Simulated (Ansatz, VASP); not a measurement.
# C (Diamond) in two plane-wave programs

Aim: how closely do two programs agree when they are given the same cell, functional and k mesh? The cell is taken from a series of runs on this material, whose earlier steps may have relaxed, scaled, displaced or heated it; both programs get it as it stands.

Main program and level: Ansatz 0.2.0; plane waves, with VASP 6.6.1 beside it; zone-centre phonons at LDA.

## 1. The starting structure

It takes space group Fd-3m (No. 227, cubic). The conventional cell has a = 3.531 Å, b = 3.531 Å, c = 3.531 Å, α = 90.00°, β = 90.00°, γ = 90.00°. C has 4 C at 1.53 Å nearest.

## 2. VASP: zone-centre phonons, LDA

Second derivatives magnify differences that forces hide, and they need a tight electronic threshold.

Lines of VASP's logs that name or quote its potential files are left out, and so is its time.

INCAR reads:

```
SYSTEM = C
PREC = Accurate
ENCUT = 600
EDIFF = 1E-08
NELM = 120
ISMEAR = -1
SIGMA = 0.03
LREAL = .FALSE.
ALGO = Normal
GGA = PW92
NELECT = 8.004404
NBANDS = 10
LORBIT = 11
LWAVE = .FALSE.
LCHARG = .FALSE.
ISIF = 2
IBRION = 8
LASPH = .TRUE.
GGA_COMPAT = .FALSE.
KPAR = 2
```

POSCAR reads:

```
C
1.0
    0.0000000000      1.7657332854      1.7657332854
    1.7657332854      0.0000000000      1.7657332854
    1.7657332854      1.7657332854      0.0000000000
C
2
Direct
    0.5000000000      0.5000000000      0.5000000000
    0.7500000000      0.7500000000      0.7500000000
```

KPOINTS reads:

```
Automatic mesh
0
Gamma
42 42 42
0 0 0
```

Potentials, in the order of the species: C (LDA family, release 64).

Run with:

```bash
mpirun -np 2 vasp_std
```

Numbers of over 12 decimals in the logs are rounded to 6 here.

What it wrote:

```text
[banner, memory and clock lines left out]
running    2 mpi-ranks, on    1 nodes
 distrk:  each k-point on    1 cores,    2 groups
 distr:  one band on    1 cores,    1 groups

 POSCAR found type information on POSCAR C
 POSCAR found :  1 types and       2 ions
|                                                                             |
|               ----> ADVICE to this user running VASP <----                  |
|                                                                             |
|     You enforced a specific xc type in the INCAR file but a different       |
|     [... a line on the potential file left out ...]
|     I HOPE YOU KNOW WHAT YOU ARE DOING!                                     |
|                                                                             |

 LDA part: xc-table for (Slater(with rela. corr.)+PW92), standard interpolation
 POSCAR, INCAR and KPOINTS ok, starting setup
 FFT: planning ... GRIDC
 FFT: planning ... GRID_SOFT
 FFT: planning ... GRID
 WAVECAR not read
 entering main loop
       N       E                     dE             d eps       ncg     rms          rms(c)
DAV:   1     0.365946218012E+00    0.36595E+00   -0.52816E+03 39758   0.863E+02
DAV:   2    -0.206951587103E+02   -0.21061E+02   -0.20398E+02 51704   0.138E+02
DAV:   3    -0.210867546774E+02   -0.39160E+00   -0.39054E+00 45198   0.151E+01
DAV:   4    -0.210876105664E+02   -0.85589E-03   -0.85584E-03 41470   0.830E-01
DAV:   5    -0.210876117909E+02   -0.12244E-05   -0.12250E-05 43436   0.305E-02BRMIX: very serious problems
 the old and the new charge density differ
 old charge density:     8.00000 new    8.00440
BRMIX: very serious problems
 the old and the new charge density differ
 old charge density:     8.00000 new    8.00440
    0.589E+00
DAV:   6    -0.204399927621E+02    0.64762E+00   -0.37213E-01 39812   0.452E+00    0.341E+00
DAV:   7    -0.202155131620E+02    0.22448E+00   -0.43426E-01 41992   0.490E+00    0.753E-01
DAV:   8    -0.202153378045E+02    0.17536E-03   -0.91358E-03 40880   0.866E-01    0.257E-02
DAV:   9    -0.202153275459E+02    0.10259E-04   -0.30552E-05 43650   0.480E-02    0.193E-02
DAV:  10    -0.202153288913E+02   -0.13454E-05   -0.16310E-06 41608   0.116E-02    0.447E-03
DAV:  11    -0.202153288258E+02    0.65429E-07   -0.55845E-08 42872   0.196E-03    0.734E-04
DAV:  12    -0.202153288123E+02    0.13582E-07   -0.13575E-09 23096   0.371E-04    0.134E-04
DAV:  13    -0.202153288106E+02    0.16270E-08   -0.87212E-11 20512   0.982E-05
   1 F= -.20215329E+02 E0= -.20215250E+02  d E =-.158396E-03
 Linear response reoptimize wavefunctions to high precision
DAV:   1    -0.202153288101E+02    0.49670E-09   -0.29217E-12 22360   0.192E-05
DAV:   2    -0.202153288101E+02    0.29559E-11   -0.39663E-13 19906   0.462E-06
 Linear response DOF=           1
 Linear response progress:
  Degree of freedom:   1/  1
       N       E                     dE             d eps       ncg     rms          rms(c)
RMM:   1    -0.119827073063E+00   -0.11983E+00   -0.17115E-02483844   0.208E+00
RMM:   2    -0.110701624038E+00    0.91254E-02   -0.22542E-03303733   0.396E-01    0.190E-01
RMM:   3    -0.110872421009E+00   -0.17080E-03   -0.21939E-04302224   0.113E-01    0.103E-01
RMM:   4    -0.111678305628E+00   -0.80588E-03   -0.24324E-04300189   0.117E-01    0.133E-02
RMM:   5    -0.111636445262E+00    0.41860E-04   -0.51372E-06324332   0.136E-02    0.101E-03
RMM:   6    -0.111635994533E+00    0.45073E-06   -0.28260E-07325417   0.805E-04    0.441E-04
RMM:   7    -0.111633447272E+00    0.25473E-05   -0.63814E-08333946   0.342E-04    0.657E-05
RMM:   8    -0.111633422630E+00    0.24642E-07   -0.41945E-09339173   0.464E-05    0.103E-05
RMM:   9    -0.111633296737E+00    0.12589E-06   -0.20209E-09342497   0.206E-05    0.142E-06
RMM:  10    -0.111633294814E+00    0.19233E-08   -0.67297E-09284574   0.873E-06    0.146E-07
 first order change of Fermi-energy   0.15261E-04
 force on displaced ion       1 direction 1 : -38.713   0.000   0.000
 Linear response finished
```

Parts of OUTCAR (step 2):

```text
NELECT = 8.004404

 ion  position               nearest neighbor table
   1  0.500  0.500  0.500-   2 1.53   2 1.53   2 1.53   2 1.53
   2  0.750  0.750  0.750-   1 1.53   1 1.53   1 1.53   1 1.53

  LATTYP: Found a face centered cubic cell.
 ALAT       =     3.5314665708

 Subroutine GETGRP returns: Found 48 space group operations
 (whereof 24 operations were pure point group operations)

The static configuration has the point symmetry T_d .
 The point group associated with its full space group is O_h .

 Found   1903 irreducible k-points:

   k-points           NKPTS =   1903   k-points in BZ     NKDIM =   1903   number of bands    NBANDS=     10

   dimension x,y,z NGX =    20 NGY =   20 NGZ =   20
   dimension x,y,z NGXF=    40 NGYF=   40 NGZF=   40

   ENCUT  =  600.0 eV  44.10 Ry    6.64 a.u.   4.99  4.99  4.99*2*pi/ulx,y,z

 k-points in reciprocal lattice and weights: Automatic mesh
   0.00000000  0.00000000  0.00000000       0.000
   0.02380952  0.00000000  0.00000000       0.000
   0.04761905  0.00000000  0.00000000       0.000
   0.07142857  0.00000000  0.00000000       0.000
   0.09523810  0.00000000  0.00000000       0.000
   0.11904762  0.00000000  0.00000000       0.000
   0.14285714  0.00000000  0.00000000       0.000
   0.16666667  0.00000000  0.00000000       0.000
   0.19047619  0.00000000  0.00000000       0.000
[...]
-0.26190476  0.47619048  0.23809524       0.000
  -0.26190476  0.50000000  0.23809524       0.000

 average (electrostatic) potential at core
       1 -49.0809       2 -49.0809

  Total        0.0882500      0.0882500      0.0882500     -0.0000000      0.0000000     -0.0000000
  in kB       12.8416226     12.8416226     12.8416226     -0.0000000      0.0000000     -0.0000000
  external PRESSURE =      12.8416226 kB  Pullay stress =       0.0000000 kB

  energy-cutoff  :      600.00
  volume of cell :       11.01
      direct lattice vectors                 reciprocal lattice vectors
     0.000000000  1.765733285  1.765733285    -0.283168474  0.283168474  0.283168474
     1.765733285  0.000000000  1.765733285     0.283168474 -0.283168474  0.283168474
     1.765733285  1.765733285  0.000000000     0.283168474  0.283168474 -0.283168474

 POSITION                                       TOTAL-FORCE (eV/Angst)
 -----------------------------------------------------------------------------------
      1.76573      1.76573      1.76573        -0.000000     -0.000000     -0.000000
      2.64860      2.64860      2.64860         0.000000      0.000000      0.000000
 -----------------------------------------------------------------------------------
    total drift:                                0.000000     -0.000000      0.000000

 Eigenvectors and eigenvalues of the dynamical matrix
 ----------------------------------------------------

   1 f  =   39.692297 THz   249.394058 2PiTHz 1323.992520 cm-1   164.154077 meV
             X         Y         Z           dx          dy          dz
      1.765733  1.765733  1.765733     0.000000    0.039427    0.706007
      2.648600  2.648600  2.648600     0.000000   -0.039427   -0.706007

   2 f  =   39.692297 THz   249.394058 2PiTHz 1323.992520 cm-1   164.154077 meV
             X         Y         Z           dx          dy          dz
      1.765733  1.765733  1.765733     0.707107    0.000000    0.000000
      2.648600  2.648600  2.648600    -0.707107    0.000000    0.000000

   3 f  =   39.692297 THz   249.394058 2PiTHz 1323.992520 cm-1   164.154077 meV
             X         Y         Z           dx          dy          dz
      1.765733  1.765733  1.765733     0.000000   -0.706007    0.039427
      2.648600  2.648600  2.648600     0.000000    0.706007   -0.039427

   4 f  =    0.000000 THz     0.000001 2PiTHz    0.000005 cm-1     0.000001 meV
             X         Y         Z           dx          dy          dz
      1.765733  1.765733  1.765733     0.000000    0.162460   -0.688191
      2.648600  2.648600  2.648600     0.000000    0.162460   -0.688191

   5 f  =    0.000000 THz     0.000000 2PiTHz    0.000000 cm-1     0.000000 meV
             X         Y         Z           dx          dy          dz
      1.765733  1.765733  1.765733     0.707107    0.000000    0.000000
      2.648600  2.648600  2.648600     0.707107    0.000000    0.000000

   6 f/i=    0.000001 THz     0.000004 2PiTHz    0.000023 cm-1     0.000003 meV
             X         Y         Z           dx          dy          dz
      1.765733  1.765733  1.765733     0.000000   -0.688191   -0.162460
      2.648600  2.648600  2.648600     0.000000   -0.688191   -0.162460

 ELASTIC MODULI CONTR FROM IONIC RELAXATION (kBar)
 Direction    XX          YY          ZZ          XY          YZ          ZX
 --------------------------------------------------------------------------------
 XX           0.0000      0.0000      0.0000      0.0000      0.0000      0.0000
 YY           0.0000      0.0000      0.0000      0.0000      0.0000      0.0000
 ZZ           0.0000      0.0000      0.0000      0.0000      0.0000      0.0000
 XY           0.0000      0.0000      0.0000    -68.8194     -0.0000     -0.0000
 YZ           0.0000      0.0000      0.0000     -0.0000    -68.8194      0.0000
 ZX           0.0000      0.0000      0.0000     -0.0000      0.0000    -68.8194
 --------------------------------------------------------------------------------
```

The cell is charged against a uniform background.

## 3. Ansatz: zone-centre phonons, LDA

Ansatz runs on its PAW soft_1 files.

The same cell, functional (in two slightly different forms), mesh and smearing now go to Ansatz, which takes its cutoff from its data sets.

input.yaml reads:

```yaml
crystal:
  lattice:
    - [0.0, 1.7657332854, 1.7657332854]
    - [1.7657332854, 0.0, 1.7657332854]
    - [1.7657332854, 1.7657332854, 0.0]
  atoms:
    - { symbol: C, position: [0.5, 0.5, 0.5] }
    - { symbol: C, position: [0.75, 0.75, 0.75] }
total_charge: -0.004404
kpoints:
  mp_grid: { grid: [42, 42, 42] }
hamiltonian:
  xc: lda
  pseudopotentials: { kind: paw, azcp: { folder: soft_1 }, xc_functional: pbe }
scf:
  occupations: { method: fermi_dirac, width: 0.03 }
output:
  eigenvalues: true
phonons:
  method: dfpt
```

Run with:

```bash
ansatz run input.yaml --threads 8 --pin off --max-ram 16384MiB --backend cpu --events-out ev --progress --plain --runs-dir out
```

What it wrote:

```text
zone centre: on kpoints.mp_grid the ground state, and the responses unless they are solved on pairs of k-points, stand on 5214 of the mesh's 74088 k-points, reduced under 8 symmetry operations, with k and −k counted as one. Each operation leaves every solved displacement unchanged or reverses it
Engine: ansatz 0.2.0, x86_64-unknown-linux-gnu
Pseudopotentials: kind: paw
Pseudopotential: C, paw, valence charge 4, recommended cutoff 420 eV (normal), soft_1/C.paw.azcp
Functional definition: SPW92
  exchange = slater_x
  correlation = pw_c
Crystal: 2 atoms, lattice volume = 11.010 Å³
Basis set: ecut = 420 eV, 181 PW (Γ), exchange–correlation on 40×40×40 points (8 copies of the dense FFT grid, shifted against one another)
Bands: 9, of which v1, the nominal top of the filled ones, is band 4 counted from 1 (3 counted from 0)
Symmetry: 48 space group operations
k-points: 5214 of 74088 (irreducible under 8 space group operations, time reversal used)
Non-local potential: C, projectors of the file, l = 0: 2, l = 1: 2, l = 2: 1
PAW form: soft (Blöchl's): semilocal exchange-correlation on the pseudo side does not see the compensation charge
PAW frozen core: C, regenerated for the run's functional, and the local potential with it (the file was generated under x = pbe(κ = 0.804, μ = 0.219515), c = pbe(β = 0.066725))
PAW one-centre angular grid: C, 110 points (default); XC on 64 Gauss nodes
Initial density: superposition of atomic densities (chi_scale 0.1, normalization cell)
Initial wavefunctions: pseudopotential atomic-orbital guess
Functional: x = slater, c = lda
SCF iter   1: F=—  HF=-486.638552 eV  |F-HF|=—  |Δ(HF+E_count)|=         —  Δρ=1.47e-1  dr2=1.68e0  ethr=3.10e-3  ⟨swp⟩=5.0  Hψ=286777  notcnv=0
preconditioner: auto → none  [metal: Δε(μ)=0.015 eV  Ē_g=21.955 eV  σ=0.030 eV  W_gap=0.12  n_scr=0 (ndim 8)  ℏωp=31.7 eV  f_vac=0.000  D(μ)=0.06/eV (n_scr^D=0)]
SCF iter   2: F=—  HF=-486.025373 eV  |F-HF|=—  |Δ(HF+E_count)|=   6.13e-1  Δρ=6.21e-2  dr2=2.91e-1  ethr=3.10e-3  ⟨swp⟩=3.0  Hψ=127211  notcnv=0  defer=4723
SCF iter   3: F=—  HF=-485.911651 eV  |F-HF|=—  |Δ(HF+E_count)|=   1.14e-1  Δρ=3.41e-3  dr2=4.21e-4  ethr=3.10e-3  ⟨swp⟩=2.2  Hψ=83842  notcnv=0  defer=4723
SCF iter   4: F=—  HF=-485.911819 eV  |F-HF|=—  |Δ(HF+E_count)|=   1.68e-4  Δρ=1.55e-4  dr2=1.27e-6  ethr=5.25e-6  ⟨swp⟩=2.8  Hψ=73617  notcnv=0  defer=4723
SCF iter   5: F=—  HF=-485.911820 eV  |F-HF|=—  |Δ(HF+E_count)|=   7.75e-7  Δρ=2.00e-5  dr2=1.02e-8  ethr=1.59e-8  ⟨swp⟩=2.1  Hψ=67024  notcnv=0  defer=4723
SCF iter   6: F=-485.911820 eV  HF=-485.911820 eV  |F-HF|=3.41e-13  |Δ(HF+E_count)|=   4.32e-9  Δρ=1.89e-7  dr2=1.84e-12  ethr=1.00e-12  ⟨swp⟩=9.2  Hψ=253427  notcnv=0
the search or the solves at the SCF's close seem to have found levels that the self-consistency loop had missed (the run counts 1). By its estimate they hold under 1e-12 electrons; where the run keeps them, the occupations were computed again with them
SCF 1 converged in 6 iterations: F = -485.911820 eV  dr2 = 1.84e-12
  greatest PAW one-centre occupation: 0.644 electrons in one spin orbital (limit 2), on the C atom at site 1 (counted from 0), in its partial waves of l = 0
DFPT response loops at Γ: preconditioner auto → Kerker (q_TF=auto, 2.587 Å⁻¹) (partly filled bands, converged f_vac=0.000); β = 1.00, the filter's whole step (`scf.mixing.beta` (0.50) is not read by the response loops under this deck's `scf.mixing.preconditioner`; to damp them name `kerker` or `kerker_dos`, under which they read `scf.mixing.beta`, and type it under 1.00, their step now; both keys bind the ground state too); Broyden in place of MSR1
SCF converged after 6 iterations
Free energy (F): -485.911820 eV
Harris-Foulkes:  -485.911820 eV  (|F-HF|=3.41e-13)
Internal energy: -485.911661 eV  (E = F + TS)
E sigma→0 (E₀):  -485.911740 eV
Entropy (-TS):   -0.000159 eV (-0.079 meV/atom)
Fermi energy:    17.914562 eV
--- Per-component energies (eV) ---
  E_band       = 36.399583
  E_kinetic    = 181.756449
  E_local      = -109.834495  (includes V_loc(G=0)·N_el)
  E_nonlocal   = 48.050528
  E_hartree    = 25.835915
  E_xc         = -95.263266
  E_vxc        = -117.997269  (∫ρ·V_xc dr)
  E_paw        = -185.145580  (= ΣΔE_a)
  E_vpaw       = -17.247489  (= ΣTr[D̂ρ^β])
  E_aug_tail   = 0.000038  (compensation charges beyond the density's cutoff)
  E_ewald      = -351.436914
  E_core_change = 0.125665  (= ΣΔE_core)
  E_smearing   = -0.000159  (= −TS)
  E_closure    = -0.000000  (closes the sum)
  E_deformation_potential = -0.097874  (in the stress; not in F)
  Σ components = -485.911820   (vs F -485.911820, Δ=0.00e0)
--- Band table (eV; the first three rows and the last of 5214) ---
  k-point 0: bands = ["-8.1037", "13.6377", "13.6377", "13.6377", "19.2602", "19.2602", "19.2602", "27.7946", "32.9730"]
  k-point 1: bands = ["-8.0878", "13.5194", "13.6073", "13.6073", "19.2985", "19.2985", "19.3355", "27.8032", "33.0000"]
  k-point 2: bands = ["-8.0398", "13.1883", "13.5204", "13.5204", "19.4102", "19.4102", "19.5449", "27.8302", "33.0801"]
  k-point 5213: bands = ["1.6770", "1.6770", "5.0233", "5.0233", "24.1165", "24.1165", "26.4227", "26.4227", "35.1262"]
--- Phonons (Γ-DFPT): 1 representative perturbation + reference, on 5214 of 74088 k-points (Σ response iterations 3) ---
  k mesh reduced under 8 symmetry operations, with k and −k counted as one. Each operation leaves every solved displacement unchanged or reverses it
  ASR residual: 4.379e-5 → 0.000e0 eV/Å²; symmetrization residual: 9.858e-14 eV/Å²
  ASR residual per site (eV/Å²): 4.38e-5 4.38e-5
  Γ frequencies (cm⁻¹): 0.00 0.00 0.00 1319.92 1319.92 1319.92
  non-analytic LO–TO correction: not included (Born effective charges unavailable; polar crystals: no LO–TO splitting at Γ)
```

## 4. Comparison

Known differences besides the potentials themselves: the cutoff is 420 eV in Ansatz and 600 eV in VASP; VASP's log shows a relativistic correction to its local exchange, Ansatz's none. Total energies have different zeros and are not compared.

Compared:

| quantity | Ansatz | VASP | difference |
| --- | --- | --- | --- |
| optical mode 1 to 3 (cm⁻¹) | 1319.9 | 1324.0 | -0.31 % |

Modes are paired by rising frequency, not by their patterns, so a pair may set unlike modes beside each other; they are those without the splitting of longitudinal modes. The cell carries a charge of -0.004404 e against a uniform background, so its pressure also hangs on how the neutralising background is counted, and in a defect's cell a gap may be the spacing between its levels.

## 5. What came out

* r.m.s. difference of the optical zone-centre modes, each program's sorted by frequency (zone-centre phonons, LDA): 4.1 cm⁻¹

The r.m.s. difference of the optical zone-centre modes, each program's sorted by frequency is 4.1 cm⁻¹ (zone-centre phonons, LDA). Such differences can come from data sets, numerical settings and the points named under the comparisons, not from the functional's error against experiment.

[Lines on the potential files, build, host, timing and source positions are cut from VASP's logs without a mark.]

[Logs are printed without paths, hosts, clocks, repeated set-up lines and the standing remarks that a program may print on its own settings, such as how far it seeks lower states.]

[Hosts, paths, dates, database ids (printed as entryN), source tags and the programs' standing remarks are cut or masked in the printed files.]
